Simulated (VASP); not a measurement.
Calculation: PBE GGA with D3 dispersion (Becke-Johnson damping), VASP's PBE PAW potentials (set 64) (plane waves; VASP).

VASP input:

**KPOINTS**
```
Automatic mesh
0
Gamma
10 10 10
0 0 0
```

### INCAR
```
ALGO  =  Normal
EDIFF  =  1E-7
ENCUT  =  520
GGA  =  PE
ISIF  =  2
ISMEAR  =  0
IVDW  =  12
LASPH  =  T
LCHARG  =  F
LREAL  =  F
LWAVE  =  F
NELM  =  100
PREC  =  Accurate
SIGMA  =  0.05
SYSTEM  =  NaF
```

POSCAR:
```
NaF
1
    0.0000000000     2.3589005004     2.3589005004
    2.3589005004     0.0000000000     2.3589005004
    2.3589005004     2.3589005004     0.0000000000
Na F
1 1
Direct
  0.0000000000   0.0000000000   0.0000000000
  0.5000000000   0.5000000000   0.5000000000
```

POTCAR, in this order: Na_pv F (PBE.64 set). Program: vasp_std.

The resulting files:

File OUTCAR:
```
 ion  position               nearest neighbor table
   1  0.000  0.000  0.000-
   2  0.500  0.500  0.500-
  LATTYP: Found a face centered cubic cell.
 ALAT       =     4.7178010008
 Subroutine PRICEL returns:
 Original cell was already a primitive cell.
 Subroutine GETGRP returns: Found 48 space group operations
The static configuration has the point symmetry O_h .
The dynamic configuration has the point symmetry O_h .
 Subroutine INISYM returns: Found 48 space group operations
 Subroutine IBZKPT returns following result:
 Found     47 irreducible k-points:

 Following reciprocal coordinates:
            Coordinates               Weight
  0.000000  0.000000  0.000000      1.000000
  0.100000  0.000000  0.000000      8.000000
  0.200000  0.000000  0.000000      8.000000
  0.300000  0.000000  0.000000      8.000000
  0.400000  0.000000  0.000000      8.000000
  0.500000  0.000000  0.000000      4.000000
  0.100000  0.100000  0.000000      6.000000
  0.200000  0.100000  0.000000     24.000000
  0.300000  0.100000  0.000000     24.000000
  0.400000  0.100000  0.000000     24.000000
  0.500000  0.100000  0.000000     24.000000
 -0.400000  0.100000  0.000000     24.000000
 -0.300000  0.100000  0.000000     24.000000
 -0.200000  0.100000  0.000000     24.000000
 -0.100000  0.100000  0.000000     12.000000
  0.200000  0.200000  0.000000      6.000000
  0.300000  0.200000  0.000000     24.000000
  0.400000  0.200000  0.000000     24.000000
  0.500000  0.200000  0.000000     24.000000
 -0.400000  0.200000  0.000000     24.000000
 -0.300000  0.200000  0.000000     24.000000
 -0.200000  0.200000  0.000000     12.000000
  0.300000  0.300000  0.000000      6.000000
  0.400000  0.300000  0.000000     24.000000
...
```

### OSZICAR
```
       N       E                     dE             d eps       ncg     rms          rms(c)
DAV:   1     0.114309445950E+03    0.11431E+03   -0.82382E+03  1049   0.154E+03
DAV:   2    -0.259657130623E+01   -0.11691E+03   -0.10865E+03  1116   0.367E+02
DAV:   3    -0.940188116915E+01   -0.68053E+01   -0.67858E+01  1190   0.892E+01
DAV:   4    -0.947502954511E+01   -0.73148E-01   -0.73139E-01  1127   0.102E+01
DAV:   5    -0.947587121528E+01   -0.84167E-03   -0.84166E-03  1175   0.110E+00    0.542E+00
DAV:   6    -0.857830062852E+01    0.89757E+00   -0.39501E+00  1220   0.184E+01    0.189E+00
DAV:   7    -0.856703197021E+01    0.11269E-01   -0.35861E-02  1037   0.264E+00    0.105E+00
DAV:   8    -0.856838765167E+01   -0.13557E-02   -0.30460E-02  1037   0.458E+00    0.128E-01
DAV:   9    -0.856936834431E+01   -0.98069E-03   -0.47594E-03  1166   0.734E-01    0.104E-01
DAV:  10    -0.856923373805E+01    0.13461E-03   -0.76505E-04  1070   0.372E-01    0.971E-03
DAV:  11    -0.856923183881E+01    0.18992E-05   -0.19075E-05  1160   0.994E-02    0.370E-03
DAV:  12    -0.856923208845E+01   -0.24964E-06   -0.17400E-06  1067   0.259E-02    0.171E-03
DAV:  13    -0.856923181050E+01    0.27795E-06   -0.28759E-07  1085   0.612E-03    0.453E-04
DAV:  14    -0.856923177955E+01    0.30952E-07   -0.21184E-08   616   0.316E-03
   1 F= -.88977628E+01 E0= -.88977628E+01  d E =-.174915E-10
```

**OUTCAR**
```
------------------------ aborting loop because EDIFF is reached ----------------------------------------
 Edisp (eV)   -0.32853
  FORCE on cell =-STRESS in cart. coord.  units (eV):
  Direction    XX          YY          ZZ          XY          YZ          ZX
  --------------------------------------------------------------------------------------
  Total      -0.43613    -0.43613    -0.43613     0.00000    -0.00000     0.00000
  in kB     -26.61742   -26.61742   -26.61742     0.00000    -0.00000     0.00000
  external pressure =      -26.62 kB  Pullay stress =        0.00 kB
  volume of cell :       26.25
      direct lattice vectors                 reciprocal lattice vectors
     0.000000000  2.358900500  2.358900500    -0.211963158  0.211963158  0.211963158
     2.358900500  0.000000000  2.358900500     0.211963158 -0.211963158  0.211963158
     2.358900500  2.358900500  0.000000000     0.211963158  0.211963158 -0.211963158
  FREE ENERGIE OF THE ION-ELECTRON SYSTEM (eV)
  ---------------------------------------------------
  free  energy   TOTEN  =        -8.8977628360 eV

  energy  without entropy=       -8.8977628360  energy(sigma->0) =       -8.89776284
```
(Selected blocks of OUTCAR.)

The compound is NaF in the rock salt structure. This cell is one point of a volume scan, at 1.06 of the reference volume.
